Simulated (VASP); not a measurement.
Method: PBEsol GGA, VASP's PBE PAW potentials (set 64) (plane waves; VASP).

VASP ran on this input.

File POSCAR:
```
CaO
4.7769930
  0.0000000000   0.4999999862   0.4999999862
  0.4999999862   0.0000000000   0.4999999862
  0.4999999862   0.4999999862   0.0000000000
Ca O
1 1
Direct
  0.0000000000   1.0000000000   1.0000000000
  0.5000000000   0.5000000000   0.5000000000
```

KPOINTS:
```
k-points along high-symmetry lines
15
Line-mode
Reciprocal
  0.000000   0.000000   0.000000 ! GAMMA
  0.500000   0.000000   0.500000 ! X

  0.500000   0.000000   0.500000 ! X
  0.625000   0.250000   0.625000 ! U

  0.375000   0.375000   0.750000 ! K
  0.000000   0.000000   0.000000 ! GAMMA

  0.000000   0.000000   0.000000 ! GAMMA
  0.500000   0.500000   0.500000 ! L

  0.500000   0.500000   0.500000 ! L
  0.500000   0.250000   0.750000 ! W

  0.500000   0.250000   0.750000 ! W
  0.500000   0.000000   0.500000 ! X
```

INCAR:
```
SYSTEM=CaO
PREC=Accurate; ENCUT=520; LREAL=.False.
LASPH=.True.; ICHARG=11
EDIFF=1E-7; NELM=100; ALGO=Normal
ISMEAR=0; SIGMA=0.05
GGA=PS
LWAVE=.False.; LCHARG=.False.; LORBIT=11
```

POTCAR, in this order: Ca_sv O (PBE.64 set). Program: vasp_std. Read from the step before: CHGCAR.

Output

OSZICAR:
```
       N       E                     dE             d eps       ncg     rms          rms(c)
DAV:   1     0.125484305069E+03    0.12548E+03   -0.87709E+03  2160   0.137E+03
DAV:   2    -0.521883332207E+01   -0.13070E+03   -0.12299E+03  2448   0.334E+02
DAV:   3    -0.118420762538E+02   -0.66232E+01   -0.64851E+01  2736   0.730E+01
DAV:   4    -0.120812661007E+02   -0.23919E+00   -0.23874E+00  3156   0.130E+01
DAV:   5    -0.120860717623E+02   -0.48057E-02   -0.48052E-02  2716   0.161E+00
DAV:   6    -0.120861644261E+02   -0.92664E-04   -0.92663E-04  2944   0.175E-01
DAV:   7    -0.120861661876E+02   -0.17615E-05   -0.17614E-05  2864   0.219E-02
DAV:   8    -0.120861662530E+02   -0.65406E-07   -0.65393E-07  1964   0.315E-03
   1 F= -.12086166E+02 E0= -.12086166E+02  d E =-.819687E-11
```

File OUTCAR:
```
 val. band max:        2.2994499333   @ k =   0.0000   0.0000   0.0000

 cond. band min:       5.8254019665   @ k =   0.5000   0.0000   0.5000



 k-point     1 :       0.0000    0.0000    0.0000
  band No.  band energies     occupation
      1     -35.0123      2.00000
      2     -15.8392      2.00000
      3     -15.8392      2.00000
      4     -15.8392      2.00000
      5     -13.1807      2.00000
      6       2.2994      2.00000
      7       2.2994      2.00000
      8       2.2994      2.00000
      9       7.0127      0.00000
     10       8.5362      0.00000
     11       8.5362      0.00000
     12       8.5362      0.00000

 k-point     2 :       0.0357    0.0000    0.0357
  band No.  band energies     occupation
      1     -35.0104      2.00000
      2     -15.8649      2.00000
      3     -15.8424      2.00000
      4     -15.8424      2.00000
      5     -13.1498      2.00000
      6       2.2028      2.00000
      7       2.2874      2.00000
      8       2.2874      2.00000
      9       7.0970      0.00000
     10       8.4841      0.00000
     11       8.5884      0.00000
     12       8.5884      0.00000

 k-point     3 :       0.0714    0.0000    0.0714
  band No.  band energies     occupation
      1     -35.0047      2.00000
      2     -15.9353      2.00000
      3     -15.8517      2.00000
      4     -15.8517      2.00000
      5     -13.0651      2.00000
      6       1.9475      2.00000
      7       2.2537      2.00000
      8       2.2537      2.00000
      9       7.3182      0.00000
     10       8.3356      0.00000
     11       8.7411      0.00000
     12       8.7411      0.00000

 k-point     4 :       0.1071    0.0000    0.1071
  band No.  band energies     occupation
      1     -34.9957      2.00000
      2     -16.0350      2.00000
      3     -15.8667      2.00000
      4     -15.8667      2.00000
      5     -12.9470      2.00000
      6       1.6079      2.00000
      7       2.2042      2.00000
...
```

The density is held fixed in this step, so its total energy and stress have no physical meaning.

The structure was generated: CaO was put into the rock salt type (Fm-3m), which need not be its known phase. It was relaxed first, which changed the volume by -24 %.
